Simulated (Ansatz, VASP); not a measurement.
# LiF (Griceite) in two plane-wave programs, part 2 of 2

Aim: how closely do two programs agree when they are given the same cell, functional and k mesh? The cell is taken from a series of runs on this material, whose earlier steps may have relaxed, scaled, displaced or heated it; both programs get it as it stands.

VASP 6.6.1 and Ansatz 0.2.0.

So far: The starting structure; VASP: zone-centre phonons, LDA.

### Step 3. Ansatz: zone-centre phonons, LDA

Level of this step: Ansatz beside VASP: Kohn-Sham DFT, plane waves, LDA (Ansatz).

Ansatz runs on its default PAW (the set named soft_2) files.

The same cell, functional (in two slightly different forms) and mesh now go to Ansatz, which takes its cutoff from its data sets.

The input, input.yaml:

```yaml
crystal:
  lattice:
    - [0.0, 1.9544544194, 1.9544544194]
    - [1.9544544194, 0.0, 1.9544544194]
    - [1.9544544194, 1.9544544194, 0.0]
  atoms:
    - { symbol: Li, position: [0.0, 0.0, 0.0] }
    - { symbol: F, position: [0.5, 0.5, 0.5] }
kpoints:
  mp_grid: { grid: [12, 12, 12] }
hamiltonian:
  xc: lda
scf:
  occupations: { method: fixed }
  lower_state_search: "off"
output:
  eigenvalues: true
phonons:
  method: dfpt
  dielectric: true
  rigid_motions: translations
  qmesh: [4, 4, 4]
  temperatures: { t_max: 1000, t_step: 50 }
  qpath:
    path:
      - [[0.0, 0.0, 0.0], [0.5, 0.0, 0.5], [0.625, 0.25, 0.625]]
      - [[0.375, 0.375, 0.75], [0.0, 0.0, 0.0], [0.5, 0.5, 0.5], [0.5, 0.25, 0.75], [0.5, 0.0, 0.5]]
    npoints: 10
```

Launch:

```bash
$ ansatz run input.yaml --threads 4 --pin off --max-ram 16384MiB --backend cpu --events-out ev --progress --plain --runs-dir out
```

Numbers of over 12 decimals in the logs are rounded to 6 here.

Log:

```text
Engine: ansatz 0.2.0, aarch64-unknown-linux-gnu
Pseudopotentials: kind: paw
Pseudopotential: Li, paw, valence charge 3, recommended cutoff 420 eV (normal), Li.paw.azcp
Pseudopotential: F, paw, valence charge 7, recommended cutoff 420 eV (normal), F.paw.azcp
Functional definition: SPW92
  exchange = slater_x
  correlation = pw_c
Crystal: 2 atoms, lattice volume = 14.932 Å³
Basis set: ecut = 420 eV, 283 PW (Γ), exchange–correlation on 40×40×40 points (8 copies of the dense FFT grid, shifted against one another)
Bands: 9, of which v1, the nominal top of the filled ones, is band 5 counted from 1 (4 counted from 0)
Symmetry: 48 space group operations
k-points: 163 of 1728 (irreducible under 8 space group operations, time reversal used)
Non-local potential: Li, projectors of the file, l = 0: 3, l = 1: 2, l = 2: 1
Non-local potential: F, projectors of the file, l = 0: 2, l = 1: 2, l = 2: 1
PAW form: soft (Blöchl's): semilocal exchange-correlation on the pseudo side does not see the compensation charge
PAW frozen core: F, regenerated for the run's functional, and the local potential with it (the file was generated under x = pbe(κ = 0.804, μ = 0.219515), c = pbe(β = 0.066725))
PAW one-centre angular grid: Li, 110 points (default); XC on 64 Gauss nodes
PAW one-centre angular grid: F, 110 points (default); XC on 64 Gauss nodes
Initial density: superposition of atomic densities (neutral atoms: chi_scale 0, normalization atom), corrected by the library's trained network
Initial wavefunctions: pseudopotential atomic-orbital guess
Functional: x = slater, c = lda
SCF iter   1: F=—  HF=-998.718459 eV  |F-HF|=—  |Δ(HF+E_count)|=         —  Δρ=2.23e-2  dr2=4.96e-2  ethr=1.77e-3  ⟨swp⟩=3.9  Hψ=7997  notcnv=0  defer=293
preconditioner: auto → none  [insulator: Δε(μ)=9.472 eV  Ē_g=22.994 eV  n_scr=0 (ndim 8)  ℏωp=27.2 eV  f_vac=0.000  ε∞_Penn≈2.4]
SCF iter   2: F=—  HF=-998.699718 eV  |F-HF|=—  |Δ(HF+E_count)|=   1.87e-2  Δρ=9.47e-3  dr2=4.99e-3  ethr=4.96e-4  ⟨swp⟩=3.0  Hψ=3749  notcnv=0  defer=318
SCF iter   3: F=—  HF=-998.697297 eV  |F-HF|=—  |Δ(HF+E_count)|=   2.42e-3  Δρ=2.12e-3  dr2=3.47e-4  ethr=4.99e-5  ⟨swp⟩=2.5  Hψ=2375  notcnv=0  defer=320
SCF iter   4: F=—  HF=-998.696952 eV  |F-HF|=—  |Δ(HF+E_count)|=   3.45e-4  Δρ=4.15e-4  dr2=9.25e-6  ethr=3.47e-6  ⟨swp⟩=2.0  Hψ=2428  notcnv=0  defer=288
SCF iter   5: F=—  HF=-998.696943 eV  |F-HF|=—  |Δ(HF+E_count)|=   9.18e-6  Δρ=5.28e-5  dr2=3.11e-7  ethr=9.25e-8  ⟨swp⟩=2.0  Hψ=1630  notcnv=0  defer=22
SCF iter   6: F=—  HF=-998.696941 eV  |F-HF|=—  |Δ(HF+E_count)|=   1.36e-6  Δρ=2.37e-6  dr2=5.09e-10  ethr=3.11e-9  ⟨swp⟩=2.7  Hψ=2205  notcnv=0
SCF iter   7: F=-998.696941 eV  HF=-998.696941 eV  |F-HF|=2.05e-12  |Δ(HF+E_count)|=  2.73e-10  Δρ=2.15e-7  dr2=3.17e-12  ethr=1.00e-12  ⟨swp⟩=5.9  Hψ=6875  notcnv=0
SCF 1 converged in 7 iterations: F = -998.696941 eV  dr2 = 3.17e-12
  greatest PAW one-centre occupation: 1.000 electrons in one spin orbital (limit 2), on the Li atom at site 0 (counted from 0), in its partial waves of l = 0
NSCF: frozen V_eff on 1 k-points
DFPT response loops at Γ: preconditioner auto → none (the input reference at scf.mixing.eps_inf says where Resta's filter doesn't serve); β = 0.50; Broyden in place of MSR1
NSCF: frozen V_eff on 72 k-points
NSCF: frozen V_eff on 1872 k-points
DFPT response loops at q = (0, 0, 0.25) (fractional): mixed as the last ones told, above
NSCF: frozen V_eff on 952 k-points
DFPT response loops at q = (0, 0, -0.5) (fractional): mixed as the last ones told, above
NSCF: frozen V_eff on 1020 k-points
DFPT response loops at q = (0, 0.25, 0.25) (fractional): mixed as the last ones told, above
NSCF: frozen V_eff on 3456 k-points
DFPT response loops at q = (0, 0.25, -0.5) (fractional): mixed as the last ones told, above
NSCF: frozen V_eff on 1872 k-points
DFPT response loops at q = (0, 0.25, -0.25) (fractional): mixed as the last ones told, above
NSCF: frozen V_eff on 560 k-points
DFPT response loops at q = (0, -0.5, -0.5) (fractional): mixed as the last ones told, above
NSCF: frozen V_eff on 1020 k-points
DFPT response loops at q = (0.25, -0.5, -0.25) (fractional): mixed as the last ones told, above
SCF converged after 7 iterations
Free energy (F): -998.696941 eV
Harris-Foulkes:  -998.696941 eV  (|F-HF|=2.05e-12)
Internal energy: -998.696941 eV  (E = F + TS)
E sigma→0 (E₀):  -998.696941 eV
Fermi energy:    1.350765 eV
--- Per-component energies (eV) ---
  E_band       = -112.087941
  E_kinetic    = 229.819874
  E_local      = -613.002768  (includes V_loc(G=0)·N_el)
  E_nonlocal   = 43.072332
  E_hartree    = 211.783894
  E_xc         = -89.968527
  E_vxc        = -116.592627  (∫ρ·V_xc dr)
  E_paw        = -206.413539  (= ΣΔE_a)
  E_vpaw       = -78.954662  (= ΣTr[D̂ρ^β])
  E_aug_tail   = 0.002072  (compensation charges beyond the density's cutoff)
  E_ewald      = -574.103533
  E_core_change = 0.113252  (= ΣΔE_core)
  E_smearing   = -0.000000  (= −TS)
  E_closure    = 0.000000  (closes the sum)
  Σ components = -998.696941   (vs F -998.696941, Δ=0.00e0)
--- Band table (eV; the first three rows and the last of 163) ---
  k-point 0: bands = ["-38.1909", "-18.4888", "1.3504", "1.3504", "1.3504", "11.0478", "25.9735", "25.9735", "25.9735"]
  k-point 1: bands = ["-38.1841", "-18.4578", "1.1214", "1.3310", "1.3310", "11.2468", "23.5546", "24.8506", "24.8506"]
  k-point 2: bands = ["-38.1656", "-18.3710", "0.5379", "1.2803", "1.2803", "11.7136", "21.2546", "23.5047", "23.5047"]
  k-point 162: bands = ["-38.0629", "-17.6610", "-1.0995", "-1.0995", "0.4504", "16.7327", "16.7327", "19.2223", "21.5027"]
--- Phonons (Γ-DFPT): 2 representative perturbations + reference, on 163 of 1728 k-points (Σ response iterations 7) ---
  k mesh reduced under 8 symmetry operations, with k and −k counted as one. Each operation leaves every solved perturbation unchanged. A smaller set is not considered because the run solves the response to a homogeneous field
  ASR residual: 8.140e-5 → 0.000e0 eV/Å²; symmetrization residual: 5.575e-7 eV/Å²
  ASR residual per site (eV/Å²): 2.01e-5 8.14e-5
  Γ frequencies (cm⁻¹): 0.00 0.00 0.00 339.20 339.20 339.20
  ε∞ (high-frequency dielectric tensor):
        2.118236    -0.000000    -0.000000
       -0.000000     2.118236    -0.000000
        0.000000     0.000000     2.118236
  ε⁰ (static dielectric tensor: ions relaxed, cell fixed):
        8.219013    -0.000000    -0.000000
       -0.000000     8.219013     0.000000
        0.000000     0.000000     8.219013
  ε⁰ − ε∞ (ionic part):
        6.100776    -0.000000     0.000000
       -0.000000     6.100776     0.000000
        0.000000     0.000000     6.100776
  softest optical mode at Γ: 339.20 cm⁻¹; the repairs (sum rule, projections) moved no ω² at Γ by more than (1.14 cm⁻¹)²
  Born effective charges Z* (e; rows j = field, columns β = displacement):
    site 0:
         1.04054    0.00000    0.00000
        -0.00000    1.04054    0.00000
         0.00000    0.00000    1.04054
    site 1:
        -1.04054   -0.00000    0.00000
         0.00000   -1.04054   -0.00000
         0.00000   -0.00000   -1.04054
  Z* charge neutrality: 9.003e-7 e pre-enforcement
  k-mesh period / interband length: 33.2 Å / 0.79 Å = 42.01 at k = (0.0000, 0.0000, -0.5000), direct gap 11.135 eV — 14 or more, which is no proof of convergence
  optical modes at Γ without the LO–TO term, one row a degenerate level:
      ω (cm⁻¹)  modes    IR ((D/Å)²/amu)
        339.20      3            14.7423
  optical modes at Γ + LO–TO along q̂ = [1.0000, 0.0000, 0.0000]:
      ω (cm⁻¹)  modes    IR ((D/Å)²/amu)
        339.20      2             9.8282
        668.16      1             4.9141
  optical modes at Γ + LO–TO along q̂ = [0.0000, 1.0000, 0.0000]:
      ω (cm⁻¹)  modes    IR ((D/Å)²/amu)
        339.20      2             9.8282
        668.16      1             4.9141
  optical modes at Γ + LO–TO along q̂ = [0.0000, 0.0000, 1.0000]:
      ω (cm⁻¹)  modes    IR ((D/Å)²/amu)
        339.20      2             9.8282
        668.16      1             4.9141
--- Phonons (arbitrary-q DFPT): 8 irreducible q on the 4×4×4 mesh ---
  q = [0.0000, 0.0000, 0.0000] (star 1, of the zone-centre solve; hermiticity 5.18e-7, symmetrization 4.67e-14): -0.00 -0.00 0.00 339.20 339.20 339.20
  q = [0.0000, 0.0000, 0.2500] (star 8, 2 solved perturbations on 936 of 1728 k-point pairs; hermiticity 7.81e-8, symmetrization 1.82e-13): 154.07 154.07 269.06 333.08 333.08 651.42
  q = [0.0000, 0.0000, -0.5000] (star 4, 2 solved perturbations on 476 of 1728 k-point pairs; hermiticity 1.98e-10, symmetrization 1.26e-10): 230.89 230.89 316.94 316.94 397.87 624.90
  q = [0.0000, 0.2500, 0.2500] (star 6, 4 solved perturbations in 1608 linear systems a pass and spin channel, the states on 510 of 1728 k-point pairs; hermiticity 3.35e-8, symmetrization 4.39e-14): 183.32 183.32 279.08 357.87 357.87 577.93
  q = [0.0000, 0.2500, -0.5000] (star 24, 4 solved perturbations in 5328 linear systems a pass and spin channel, the states on 1728 of 1728 k-point pairs; hermiticity 1.01e-7, symmetrization 3.88e-9): 241.05 288.42 349.14 360.60 379.65 528.41
  q = [0.0000, 0.2500, -0.2500] (star 12, 4 solved perturbations in 2892 linear systems a pass and spin channel, the states on 936 of 1728 k-point pairs; hermiticity 7.99e-8, symmetrization 7.54e-14): 226.32 277.87 319.92 338.04 388.95 566.13
  q = [0.0000, -0.5000, -0.5000] (star 3, 4 solved perturbations in 886 linear systems a pass and spin channel, the states on 280 of 1728 k-point pairs; hermiticity 1.13e-7, symmetrization 4.67e-10): 253.09 253.09 375.96 376.32 376.32 481.86
  q = [0.2500, -0.5000, -0.2500] (star 6, 4 solved perturbations in 1544 linear systems a pass and spin channel, the states on 510 of 1728 k-point pairs; hermiticity 1.48e-7, symmetrization 1.36e-9): 289.46 333.54 333.54 396.59 425.09 425.09
  sum rule: each row above includes the acoustic sum rule's correction from the zone centre's row sums; it moved no ω² by more than (1.08 cm⁻¹)²
  mesh force constants: q→R imaginary residual 1.44e-18; ASR residual 8.140e-5 → 0.000e0 eV/Å²; symmetrization residual 5.329e-15 eV/Å²
  interpolated dispersion: 63 rows × 6 modes
  density of states and harmonic sums: on the 28×28×28 q-mesh, interpolated from the force constants of a 4×4×4 supercell (with the dipole–dipole term)
  largest difference from the sums on the solved wave vectors: F 8.28e-3 eV, S 1.24e-5 and C_V 3.95e-6 eV/K
  zero-point energy: 0.129137 eV/cell   skipped modes (ω ≤ 0): 3   left out of the sums: 2.28e-5 of the cell's modes: C_V's classical limit lies that fraction below 3 k_B per atom; for a crystal, a wire or a layer, F and S can be off by more, and a phonons.interpolated_qmesh denser along its periods is the remedy for the sampling
```

The column dr2 measures how far the density is from self-consistency, as an energy; F and HF (Harris–Foulkes) agree once it is small.

### Step 4. Differences

Known differences besides the potentials themselves: the two LDA forms differ slightly; fixed occupations in Ansatz, narrow Gaussian smearing in VASP; VASP's run holds the zone centre alone; the cutoff is 420 eV in Ansatz and 750 eV in VASP; VASP's log shows a relativistic correction to its local exchange, Ansatz's none. Total energies have different zeros and are not compared.

The two programs side by side:

```tsv
quantity	Ansatz	VASP	difference
ε∞ xx	2.12	2.11	+0.33 %
ε∞ yy	2.12	2.11	+0.33 %
ε∞ zz	2.12	2.11	+0.33 %
Born charge of Li1 (mean of the diagonal) (e)	1.04	1.04	0.00
Born charge of F2 (mean of the diagonal) (e)	-1.04	-1.04	0.00
optical mode 1 to 3 (cm⁻¹)	339.2	343.0	-1.11 %
```

Modes are paired by rising frequency, not by their patterns, so a pair may set unlike modes beside each other; they are those without the splitting of longitudinal modes.

### Step 5. Outcome

| Item | Value |
| --- | --- |
| r.m.s. difference of the optical zone-centre modes, each program's sorted by frequency (zone-centre phonons, LDA) | 3.8 cm⁻¹ |
| difference in optical mode 1 to 3 (zone-centre phonons, LDA) | -1.1 % |

In words: The r.m.s. difference of the optical zone-centre modes, each program's sorted by frequency is 3.8 cm⁻¹ (zone-centre phonons, LDA). Among the rows given in per cent, the largest difference of the zone-centre phonons, LDA pair is in optical mode 1 to 3, -1.1 %. Such differences can come from data sets, numerical settings and the points named under the comparisons, not from the functional's error against experiment.

[Lines on the potential files, build, host, timing and source positions are cut from VASP's logs without a mark.]

[Logs are printed without paths, hosts, clocks, repeated set-up lines and the standing remarks that a program may print on its own settings, such as how far it seeks lower states.]

[Hosts, paths, dates, database ids (printed as entryN), source tags and the programs' standing remarks are cut or masked in the printed files.]
